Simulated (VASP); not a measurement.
Given:

```
KTaO3
1.0
    4.03822     0.00000     0.00000
    0.00000     4.03822     0.00000
    0.00000     0.00000     4.03822
K Ta O
1 1 3
Direct
  0.00000   0.00000   0.00000
  0.50000   0.50000   0.50000
  0.50000   0.00000   0.50000
  0.00000   0.50000   0.50000
  0.50000   0.50000   0.00000
```

Method: LDA (Ceperley-Alder, Perdew-Zunger), VASP's LDA PAW potentials (set 64) (plane waves; VASP). Run with 520 eV cut-off, 6×6×6 Γ-centred mesh, Gaussian smearing of 0.050 eV, potentials K_sv Ta_pv O.

Unless said otherwise, spin-orbit coupling is left out, though it shifts the bands of the heavy elements here.

Problem. Estimate the energy per atom (σ→0), pressure, band gap (on the k-mesh) with the smallest direct gap where there is one.

Solution. 
```yaml
band gap (on the k-mesh): 1.94 eV
smallest direct gap (on the k-mesh): 2.58 eV
energy per atom (σ→0): -866.9 kJ/mol of atoms
pressure: -11.21 GPa
```

The compound is KTaO3 in the cubic perovskite structure. This cell is one point of a volume scan, at 1.06 of the reference volume.
